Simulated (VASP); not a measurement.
# LiZr4N3 (P6_3/mmc) in VASP: further runs

The runs below take LiZr4N3 through relaxation of cell and atoms, with PBE.

Program: VASP 6.6.1. These are calculated values, not measurements. Logs are shortened: lines on timing, memory, paths and dates and some standing lists are left out, and cuts for length are marked.

## Step 1: Starting point

It takes space group P6_3/mmc (No. 194, hexagonal). The conventional cell has a = 3.250 Å, b = 3.250 Å, c = 24.800 Å, α = 90.00°, β = 90.00°, γ = 120.00°. Li (site symmetry -6m2) has 6 Zr at 2.97 Å and 6 Li at 3.25 Å as nearest neighbours. Zr (site symmetry 3m) is surrounded by 6 N at 2.26 to 2.31 Å. Zr (site symmetry 3m) has 3 N at 2.28 Å as nearest neighbours. N (site symmetry 3m) is surrounded by 6 Zr at 2.26 to 2.28 Å. Around N (site symmetry -3m) lie 6 Zr at 2.31 Å and 2 N at 2.60 Å.

The cell was built by a generator and needn't be a form met in nature.

## Step 2: Relaxation of cell and atoms, PBE

INCAR reads:

```
SYSTEM = LiZr4N3
ALGO     = Fast           ! electronic algorithm
EDIFF    = 1E-4           ! SCF threshold, eV
EDIFFG   = -0.08          ! ionic threshold
ENCUT    = 520            ! plane-wave cutoff, eV
GGA      = PE             ! functional
IBRION   = 2              ! ionic algorithm
ISIF     = 3              ! what is computed and relaxed
ISMEAR   = 0              ! smearing method
LASPH    = .True.         ! aspherical terms in the spheres
LCHARG   = .False.        ! write CHGCAR
LREAL    = Auto         
LWAVE    = .False.        ! write WAVECAR
NELM     = 60             ! most SCF steps
NSW      = 24             ! ionic steps
PREC     = Normal         ! precision mode
SIGMA    = 0.15           ! smearing width, eV
```

KPOINTS reads:

```
k-points
0
Gamma
  5 5 1
  0 0 0
```

POSCAR reads:

```
LiZr4N3
1.0
    3.2500000000      0.0000000000      0.0000000000
   -1.6250000000      2.8145825600      0.0000000000
    0.0000000000      0.0000000000     24.8000000000
Li Zr N
2 8 6
Direct
    0.6666666700      0.3333333300      0.7500000000
    0.3333333300      0.6666666700      0.2500000000
    0.6666666700      0.3333333300      0.5540000000
    0.3333333300      0.6666666700      0.6570000000
    0.3333333300      0.6666666700      0.4460000000
    0.6666666700      0.3333333300      0.3430000000
    0.6666666700      0.3333333300      0.9460000000
    0.3333333300      0.6666666700      0.8430000000
    0.3333333300      0.6666666700      0.0540000000
    0.6666666700      0.3333333300      0.1570000000
    0.0000000000      0.0000000000      0.6050000000
    0.0000000000      0.0000000000      0.3950000000
    0.0000000000      0.0000000000      0.5000000000
    0.0000000000      0.0000000000      0.8950000000
    0.0000000000      0.0000000000      0.1050000000
    0.0000000000      0.0000000000      0.0000000000
```

Potentials or basis: VASP PAW PBE potentials, release 64 (Li_sv, Zr_sv, N).

Launch:

```bash
$ cat potpaw_PBE.64/Li_sv/POTCAR potpaw_PBE.64/Zr_sv/POTCAR potpaw_PBE.64/N/POTCAR > POTCAR
$ mpirun -np 4 vasp_std > vasp.out
```

OUTCAR:

```text
SYSTEM = LiZr4N3
   EDIFF = 1E-4
   EDIFFG = -0.08
   ENCUT = 520
   GGA = PE
   IBRION = 2
   ISIF = 3
   ISMEAR = 0
   LASPH = .True.
   LREAL = Auto
   NELM = 60
   NSW = 24
   PREC = Normal

 ion  position               nearest neighbor table
   1  0.667  0.333  0.750-   4 2.97   8 2.97   4 2.97   8 2.97   4 2.97   8 2.97
   2  0.333  0.667  0.250-   6 2.97  10 2.97   6 2.97  10 2.97   6 2.97  10 2.97
   3  0.667  0.333  0.554-  11 2.26  11 2.26  11 2.26  13 2.31  13 2.31  13 2.31   4 3.17   4 3.17
                             4 3.17   5 3.27   5 3.27   5 3.27
   4  0.333  0.667  0.657-  11 2.28  11 2.28  11 2.28   1 2.97   1 2.97   1 2.97   3 3.17   3 3.17
                             3 3.17
   5  0.333  0.667  0.446-  12 2.26  12 2.26  12 2.26  13 2.31  13 2.31  13 2.31   6 3.17   6 3.17
                             6 3.17   3 3.27   3 3.27   3 3.27
   6  0.667  0.333  0.343-  12 2.28  12 2.28  12 2.28   2 2.97   2 2.97   2 2.97   5 3.17   5 3.17
                             5 3.17
   7  0.667  0.333  0.946-  14 2.26  14 2.26  14 2.26  16 2.31  16 2.31  16 2.31   8 3.17   8 3.17
                             8 3.17   9 3.27   9 3.27   9 3.27
   8  0.333  0.667  0.843-  14 2.28  14 2.28  14 2.28   1 2.97   1 2.97   1 2.97   7 3.17   7 3.17
                             7 3.17
   9  0.333  0.667  0.054-  15 2.26  15 2.26  15 2.26  16 2.31  16 2.31  16 2.31  10 3.17  10 3.17
                            10 3.17   7 3.27   7 3.27   7 3.27
  10  0.667  0.333  0.157-  15 2.28  15 2.28  15 2.28   2 2.97   2 2.97   2 2.97   9 3.17   9 3.17
                             9 3.17
  11  0.000  0.000  0.605-   3 2.26   3 2.26   3 2.26   4 2.28   4 2.28   4 2.28
  12  0.000  0.000  0.395-   5 2.26   5 2.26   5 2.26   6 2.28   6 2.28   6 2.28
  13  0.000  0.000  0.500-   3 2.31   5 2.31   5 2.31   3 2.31   3 2.31   5 2.31
  14  0.000  0.000  0.895-   7 2.26   7 2.26   7 2.26   8 2.28   8 2.28   8 2.28
  15  0.000  0.000  0.105-   9 2.26   9 2.26   9 2.26  10 2.28  10 2.28  10 2.28
  16  0.000  0.000  0.000-   7 2.31   9 2.31   9 2.31   7 2.31   7 2.31   9 2.31

  LATTYP: Found a hexagonal cell.
 ALAT       =     3.2500000000
 C/A-ratio  =     7.6307692308

  Lattice vectors:

 A1 = (   3.2500000000,   0.0000000000,   0.0000000000)
 A2 = (  -1.6250000000,   2.8145825600,   0.0000000000)
 A3 = (   0.0000000000,   0.0000000000,  24.8000000000)

Analysis of symmetry for initial positions (statically):
=====================================================================
 Subroutine PRICEL returns:
 Original cell was already a primitive cell.

 Routine SETGRP: Setting up the symmetry group for a
 hexagonal supercell.

 Subroutine GETGRP returns: Found 24 space group operations
 (whereof 12 operations were pure point group operations)
 out of a pool of 24 trial point group operations.

The static configuration has the point symmetry D_3d.
 The point group associated with its full space group is D_6h.

Analysis of symmetry for dynamics (positions and initial velocities):
=====================================================================
 Subroutine PRICEL returns:
 Original cell was already a primitive cell.

 Routine SETGRP: Setting up the symmetry group for a
 hexagonal supercell.

 Subroutine GETGRP returns: Found 24 space group operations
 (whereof 12 operations were pure point group operations)
 out of a pool of 24 trial point group operations.

The dynamic configuration has the point symmetry D_3d.
 The point group associated with its full space group is D_6h.

 Subroutine INISYM returns: Found 24 space group operations
 (whereof 12 operations are pure point group operations),
 and found     1 'primitive' translations

----------------------------------------------------------------------------------------

                                     Primitive cell

  volume of cell :     226.8554

  direct lattice vectors                    reciprocal lattice vectors
     3.250000000  0.000000000  0.000000000     0.307692308  0.177646237  0.000000000
    -1.625000000  2.814582560  0.000000000     0.000000000  0.355292474  0.000000000
     0.000000000  0.000000000 24.800000000     0.000000000  0.000000000  0.040322581

  length of vectors
     3.250000000  3.249999998 24.800000000     0.355292473  0.355292474  0.040322581

[... 81 lines left out ...]
   ICHARG =      2    charge: 1-file 2-atom 10-const
   ISPIN  =      1    spin polarized calculation?
   LNONCOLLINEAR =      F non collinear calculations
   LSORBIT =      F    spin-orbit coupling
   LASPH  =      T    aspherical Exc in radial PAW
   ENCUT  =  520.0 eV  38.22 Ry    6.18 a.u.   6.04  6.04 46.11*2*pi/ulx,y,z
   NELM   =     60;   NELMIN=  2; NELMDL= -5     # of ELM steps
   EDIFF  = 0.1E-03   stopping-criterion for ELM
   LREAL  =      T    real-space projection
   EDIFFG = -.8E-01   stopping-criterion for IOM
   NSW    =     24    number of steps for IOM
   IBRION =      2    ionic relax: 0-MD 1-quasi-New 2-CG
   NFREE  =      1    steps in history (QN), initial steepest desc. (CG)
   ISIF   =      3    stress and relaxation
   ISYM   =      2    0-nonsym 1-usesym 2-fastsym
   POTIM  = 0.5000    time-step for ionic-motion
   TEBEG  =    0.0;   TEEND  =   0.0 temperature during run
   PSTRESS=    0.0 pullay stress
   NELECT =     132.0000    total number of electrons
   NUPDOWN=      -1.0000    fix difference up-down
   EMIN   =  10.00;   EMAX   =-10.00  energy-range for DOS
   EFERMI =   0.00;   METHOD = LEGACY
   ISMEAR =     0;   SIGMA  =   0.15  broadening in eV -4-tet -1-fermi 0-gaus
   EFERMI_NEDOS =   21; number of points for ismear=-14 and -15
   IALGO  =     68    algorithm
   IMIX   =      4    mixing-type and parameters
     AMIX     =   0.40;   BMIX     =  1.00
     AMIX_MAG =   1.60;   BMIX_MAG =  1.00
  volume/ion in A,a.u.               =      14.18        95.68
  Fermi-wavevector in a.u.,A,eV,Ry     =   1.366731  2.582748 25.415062  1.867954
  Thomas-Fermi vector in A             =   2.492846
   LORBIT       =      0    0 simple, 1 ext, 2 COOP (PROOUT), +10 PAW based schemes
   GGA     = PE    functional components
   LHFCALC =     F    Hartree Fock is set to
   AEXX    =    0.0000 exact exchange contribution
   IVDW    =     0    specifies the selected vdW correction
   LEPSILON=     F    determine dielectric tensor
   LRPA    =     F    only Hartree local field effects (RPA)
 conjugate gradient relaxation of ions
 non-spin polarized calculation
 RMM-DIIS sequential band-by-band and
 Gauss-broadening in eV      SIGMA  =   0.15
  energy-cutoff  :      520.00
  volume of cell :      226.86
 maximum number of plane-waves:      6148
   NGX = 13   NGY = 13   NGZ = 93

--------------------------------------- Ionic step        1  -------------------------------------------

 number of electron     132.0000042 magnetization

 Free energy of the ion-electron system (eV)
  ---------------------------------------------------
  ext. energy  EPLUGINS =         0.00000000
  ---------------------------------------------------
  free energy    TOTEN  =      -140.35458961 eV

  energy without entropy =     -140.25892398  energy(sigma->0) =     -140.30675680

------------------------ aborting loop EDIFF was not reached (unconverged)  ----------------------------

  FORCE on cell =-STRESS in cart. coord.  units (eV):
  Direction    XX          YY          ZZ          XY          YZ          ZX
  --------------------------------------------------------------------------------------
  -------------------------------------------------------------------------------------
  Total       -2.4539185     -2.4539185     18.7411788      0.0000000     -0.0000000      0.0000000
  in kB      -17.3309229    -17.3309229    132.3605159      0.0000000     -0.0000000      0.0000000
  external PRESSURE =      32.5662234 kB  Pullay stress =       0.0000000 kB
[... 37 lines left out ...]
--------------------------------------- Ionic step        2  -------------------------------------------

 number of electron     131.9999987 magnetization

------------------------ aborting loop EDIFF was not reached (unconverged)  ----------------------------

  FORCE on cell =-STRESS in cart. coord.  units (eV):
  Direction    XX          YY          ZZ          XY          YZ          ZX
  --------------------------------------------------------------------------------------
  -------------------------------------------------------------------------------------
  Total       -2.7333465     -2.7333465     -3.8372431      0.0000000      0.0000000      0.0000000
  in kB      -18.5453106    -18.5453105    -26.0350684      0.0000000      0.0000000      0.0000000
  external PRESSURE =     -21.0418965 kB  Pullay stress =       0.0000000 kB
[... 81 lines left out ...]
  FREE ENERGIE OF THE ION-ELECTRON SYSTEM (eV)
  ---------------------------------------------------
  free  energy   TOTEN  =      -141.1490958292 eV

  energy  without entropy=     -141.0526314227  energy(sigma->0) =     -141.10086363

[... ionic steps 4 to 12 ...]

--------------------------------------- Ionic step       13  -------------------------------------------

 number of electron     132.0000048 magnetization

------------------------ aborting loop because EDIFF is reached ----------------------------------------
[... 95 lines left out ...]
--------------------------------------- Ionic step       15  -------------------------------------------

 number of electron     132.0000055 magnetization

 Free energy of the ion-electron system (eV)
  ---------------------------------------------------
  ext. energy  EPLUGINS =         0.00000000
  ---------------------------------------------------
  free energy    TOTEN  =      -141.35342797 eV

  energy without entropy =     -141.25653949  energy(sigma->0) =     -141.30498373

 E-fermi :   8.7571     XC(G=0): -11.0953

 val. band max:        8.6439381741   @ k =   0.4000   0.2000   0.0000
 cond. band min:       8.7624877182   @ k =   0.4000   0.2000   0.0000
 fundamental gap:      0.1185495440
 Fermi energy:         8.7570649390

 k-point     1 :       0.0000    0.0000    0.0000
  band No.  band energies     occupation
      1     -40.6867      2.00000
      2     -40.6867      2.00000
      3     -40.6429      2.00000
      4     -40.6429      2.00000
      5     -40.4370      2.00000
      6     -40.4370      2.00000
[... 394 lines left out ...]
     77      11.6235      0.00000
     78      11.6564      0.00000
 [bands above 78 left out]

------------------------ aborting loop because EDIFF is reached ----------------------------------------

  FORCE on cell =-STRESS in cart. coord.  units (eV):
  Direction    XX          YY          ZZ          XY          YZ          ZX
  --------------------------------------------------------------------------------------
  -------------------------------------------------------------------------------------
  Total        0.1830945      0.1830945      0.0970346      0.0000000      0.0000000      0.0000000
  in kB        1.2225742      1.2225742      0.6479279      0.0000000      0.0000000      0.0000000
  external PRESSURE =       1.0310255 kB  Pullay stress =       0.0000000 kB
[... 31 lines left out ...]
  FREE ENERGIE OF THE ION-ELECTRON SYSTEM (eV)
  ---------------------------------------------------
  free  energy   TOTEN  =      -141.3534279674 eV

  energy  without entropy=     -141.2565394934  energy(sigma->0) =     -141.30498373

 reached required accuracy - stopping structural energy minimisation
```

Wall time 7.4 min (4 MPI ranks of Intel Xeon Platinum 8488C (Sapphire Rapids), shared host); peak memory 0.15 GiB.

The run converged, but some of its settings lie outside the range that counts as converged, so its numbers aren't taken as properties of the crystal.

What came out:

```
Free energy                            : -141.3534 eV
Relaxed volume                         : 15.00 Å³/atom
Relaxed cell                           : a = 3.221 Å, b = 3.221 Å, c = 26.711 Å, α = 90.00°, β = 90.00°, γ = 120.00°
Space group after relaxing (to 0.05 Å) : P6_3/mmc (No. 194)
Energy gained by relaxing              : 62.4 meV/atom
Ionic steps                            : 15
Largest force after relaxing           : 0.018 eV/Å
Band gap on the k mesh                 : none (metal or under the smearing width)
```

Caveat: the k mesh is coarse (spacing up to 0.45 Å⁻¹), so the values aren't converged; the cutoff is under 1.25 times the usual one of these potentials, so pressure, stress and relaxed cells hold a basis-set (Pulay) error; the relaxation stopped at a loose force limit of 0.08 eV/Å, so its end isn't a converged minimum.

## Step 3: Relaxation of cell and atoms, PBE

INCAR is that of step 2.

KPOINTS is that of step 2.

POSCAR reads:

```
LiZr4N3
1.0
    3.2500000000      0.0000000000      0.0000000000
   -1.6250000000      2.8145825600      0.0000000000
    0.0000000000      0.0000000000     24.8000000000
Li Zr N
2 8 6
Direct
    0.6666666700      0.3333333300      0.7500000000
    0.3333333300      0.6666666700      0.2500000000
    0.0000000000      0.0000000000      0.8440000000
    0.6666666700      0.3333333300      0.9460000000
    0.0000000000      0.0000000000      0.1560000000
    0.3333333300      0.6666666700      0.0540000000
    0.0000000000      0.0000000000      0.6560000000
    0.6666666700      0.3333333300      0.5540000000
    0.0000000000      0.0000000000      0.3440000000
    0.3333333300      0.6666666700      0.4460000000
    0.3333333300      0.6666666700      0.8950000000
    0.6666666700      0.3333333300      0.1050000000
    0.0000000000      0.0000000000      0.0000000000
    0.3333333300      0.6666666700      0.6050000000
    0.6666666700      0.3333333300      0.3950000000
    0.0000000000      0.0000000000      0.5000000000
```

Potentials or basis: VASP PAW PBE potentials, release 64 (Li_sv, Zr_sv, N).

Launch:

```bash
$ cat potpaw_PBE.64/Li_sv/POTCAR potpaw_PBE.64/Zr_sv/POTCAR potpaw_PBE.64/N/POTCAR > POTCAR
$ mpirun -np 4 vasp_std > vasp.out
```

It took 4.8 min on 4 MPI ranks of Intel Xeon Platinum 8488C (Sapphire Rapids), shared host; peak memory 0.16 GiB.

These settings aren't checked as converged: the numbers below hold their error.

What came out:

```yaml
Free_energy: -142.2388 eV
Relaxed_volume: 15.04 Å³/atom
Relaxed_cell: a = 3.250 Å, b = 3.250 Å, c = 26.299 Å, α = 90.00°, β = 90.00°, γ = 120.00°
Space_group_after_relaxing_to_0.05_Å: P6_3/mmc (No. 194)
Energy_gained_by_relaxing: 29.0 meV/atom
Ionic_steps: 10
Largest_force_after_relaxing: 0.029 eV/Å
Band_gap_on_the_k_mesh: none (metal or under the smearing width)
```

Caveat: the k mesh is coarse (spacing up to 0.45 Å⁻¹), so the values aren't converged; the cutoff is under 1.25 times the usual one of these potentials, so pressure, stress and relaxed cells hold a basis-set (Pulay) error; the relaxation stopped at a loose force limit of 0.08 eV/Å, so its end isn't a converged minimum.
